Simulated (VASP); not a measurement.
An input for Quantum ESPRESSO's pw.x (written as the equivalent of a VASP run, and not itself run):

```
&CONTROL
  calculation = 'scf'
  pseudo_dir = './pseudo'
  outdir = './out'
  tprnfor = .true.
  tstress = .true.
/
&SYSTEM
  ibrav = 0
  nat = 2
  ntyp = 2
  ecutwfc = 92
  occupations = 'smearing'
  smearing = 'gaussian'
  degauss = 0.003675
  input_dft = 'pbe'
  vdw_corr = 'grimme-d3'
  dftd3_version = 4
  dftd3_threebody = .false.
/
&ELECTRONS
  conv_thr = 7.3e-09
  electron_maxstep = 100
/
ATOMIC_SPECIES
  Cu 63.546 Cu.upf
  I 126.904 I.upf
CELL_PARAMETERS angstrom
     0.0000000    3.0167173    3.0167173
     3.0167173    0.0000000    3.0167173
     3.0167173    3.0167173    0.0000000
ATOMIC_POSITIONS crystal
  Cu   0.0000000  0.0000000  0.0000000
  I    0.2500000  0.2500000  0.2500000
K_POINTS automatic
  8 8 8 0 0 0
```

### Question
Translate this input to VASP (INCAR, KPOINTS, POSCAR, choice of POTCAR).

### Answer
This is not unique; one that fits is 
INCAR:
```
! general
SYSTEM  = CuI
PREC    = Accurate
ENCUT   = 520
LREAL   = .FALSE.
LASPH   = .TRUE.

! electronic loop
EDIFF   = 1E-7
NELM    = 100
ALGO    = Normal
LMAXMIX = 4

! smearing
ISMEAR  = 0
SIGMA   = 0.05

! functional
GGA     = PE
IVDW    = 12

! ions
ISIF    = 2

! output
LWAVE   = .FALSE.
LCHARG  = .FALSE.
```

KPOINTS:
```
Automatic mesh
0
Gamma
8 8 8
0 0 0
```

### POSCAR
```
CuI
1
    0.0000000000     3.0167172974     3.0167172974
    3.0167172974     0.0000000000     3.0167172974
    3.0167172974     3.0167172974     0.0000000000
Cu I
1 1
Direct
  0.0000000000   0.0000000000   0.0000000000
  0.2500000000   0.2500000000   0.2500000000
```

POTCAR, in this order: Cu I (PBE.64 set). Program: vasp_std.

The two are equivalent in intent, not identical: the potentials are each code's own (VASP's PAW set, PseudoDojo norm-conserving files in pw.x), so ENCUT and ecutwfc are chosen apart and not converted; conv_thr bounds pw.x's estimated SCF error, while EDIFF bounds the energy change between steps.

The compound is CuI in the zinc blende structure. This cell is one point of a volume scan, at 1.03 of the reference volume.
